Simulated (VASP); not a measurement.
Energy against volume of CdSe (zinc blende). Level of theory: revTPSS meta-GGA, VASP's PBE PAW potentials (set 64) (plane waves; VASP). Numerical set-up: 520 eV cut-off, 8×8×8 Γ-centred mesh, Gaussian smearing of 0.050 eV, potentials Cd Se.

| V (Å³/atom) | E (eV/atom) |
|---|---|
| 27.419 | 9.32133 |
| 28.294 | 9.30789 |
| 29.169 | 9.30372 |
| 30.044 | 9.30737 |

Q: Fit these four points and predict the energy of the run at 30.919 Å³/atom.

A: A cubic in V^(−2/3), the third-order Birch-Murnaghan form, passes through the four points with V0 = 29.17 Å³/atom and B0 = 48 GPa, and gives 9.3176 eV/atom there. The run gave 9.3176 eV/atom, -0.0 meV/atom from the fit; all five points give B0 = 48 GPa.

The compound is CdSe in the zinc blende structure, whereas wurtzite is the usual form. It was relaxed first, which changed the volume by +5 %.
